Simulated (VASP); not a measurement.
An input for Quantum ESPRESSO's pw.x (written as the equivalent of a VASP run, and not itself run):

```
&CONTROL
  calculation = 'vc-relax'
  pseudo_dir = './pseudo'
  outdir = './out'
  tprnfor = .true.
  tstress = .true.
  nstep = 40
  forc_conv_thr = 0.00078
/
&SYSTEM
  ibrav = 0
  nat = 4
  ntyp = 2
  ecutwfc = 84
  occupations = 'smearing'
  smearing = 'methfessel-paxton'
  degauss = 0.00735
  input_dft = 'pbesol'
/
&ELECTRONS
  conv_thr = 7.3e-08
  electron_maxstep = 100
/
&IONS
/
&CELL
/
ATOMIC_SPECIES
  Hg 200.592 Hg.upf
  O 15.999 O.upf
CELL_PARAMETERS angstrom
     3.3723232    0.0000000    0.0000000
    -1.6861616    2.9205169    0.0000000
     0.0000000    0.0000000    5.8915719
ATOMIC_POSITIONS crystal
  Hg   0.0000000  0.0000000  0.0000000
  Hg   0.0000000  0.0000000  0.5000000
  O    0.3333330  0.6666670  0.2500000
  O    0.6666670  0.3333330  0.7500000
K_POINTS automatic
  10 10 5 0 0 0
```

Q: Write the VASP files for the same calculation (PBEsol).

A: This is not unique; one that fits is 
File POSCAR:
```
HgO
1
    3.3723231935     0.0000000000     0.0000000000
   -1.6861615967     2.9205169225     0.0000000000
    0.0000000000     0.0000000000     5.8915719127
Hg O
2 2
Direct
  0.0000000000   0.0000000000   0.0000000000
  0.0000000000   0.0000000000   0.5000000000
  0.3333330000   0.6666670000   0.2500000000
  0.6666670000   0.3333330000   0.7500000000
```

### KPOINTS
```
Regular mesh
0
gamma
10 10 5
```

### INCAR
```
ALGO=Normal
EDIFF=1E-6
EDIFFG=-0.02
ENCUT=620
GGA=PS
IBRION=2
ISIF=3
ISMEAR=1
LASPH=.TRUE.
LCHARG=.FALSE.
LMAXMIX=6
LREAL=.FALSE.
LWAVE=.FALSE.
NELM=100
NSW=40
PREC=Accurate
SIGMA=0.1
SYSTEM=HgO
```

POTCAR, in this order: Hg O (PBE.64 set). Program: vasp_std.

Limits of the translation: the potentials are each code's own (VASP's PAW set, PseudoDojo norm-conserving files in pw.x), so ENCUT and ecutwfc are chosen apart and not converted; conv_thr bounds pw.x's estimated SCF error, while EDIFF bounds the energy change between steps; forc_conv_thr acts on force components and is met together with etot_conv_thr.

The structure was generated: HgO was put into the NiAs type type (P6_3/mmc), which need not be its known phase. It was relaxed first, which changed the volume by +53 %.
